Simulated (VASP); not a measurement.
Given:

```
CuI
1.0
    0.00000     2.98997     2.98997
    2.98997     0.00000     2.98997
    2.98997     2.98997     0.00000
Cu I
1 1
Direct
  0.00000   0.00000   0.00000
  0.25000   0.25000   0.25000
```

Method: vdW-DF-cx, VASP's PBE PAW potentials (set 64) (plane waves; VASP). Settings: 520 eV cut-off, Gaussian smearing of 0.050 eV, potentials Cu I.

Unless said otherwise, spin-orbit coupling is left out, though it shifts the bands of the heavy elements here.

Question: Give the energies of bands 2 to 12 at the high-symmetry points, in eV from the valence-band maximum.

Answer: 
```csv
band,Γ,X,U,L,W
2,-3.81,-5.80,-5.47,-5.83,-5.30
3,-3.81,-3.89,-4.59,-3.78,-4.74
4,-3.81,-3.89,-3.83,-3.78,-3.99
5,-2.05,-2.09,-2.19,-2.02,-2.12
6,-2.05,-1.98,-2.02,-2.02,-2.11
7,0.00,-1.95,-1.90,-1.97,-1.96
8,0.00,-1.67,-1.68,-0.78,-1.78
9,0.00,-1.67,-1.39,-0.78,-1.41
10,1.19,2.58,3.02,2.16,4.61
11,4.83,2.86,4.67,5.36,4.64
12,4.83,9.45,7.62,5.36,6.03
```

The gap is direct, 1.19 eV, from the valence maximum at Γ to the conduction minimum at Γ.

Measured: gap 3.12 eV (computed value off by -1.93 eV), as given by Abedi et al., (2022), arXiv:2211.14644.

The compound is CuI in the zinc blende structure. It was relaxed first.
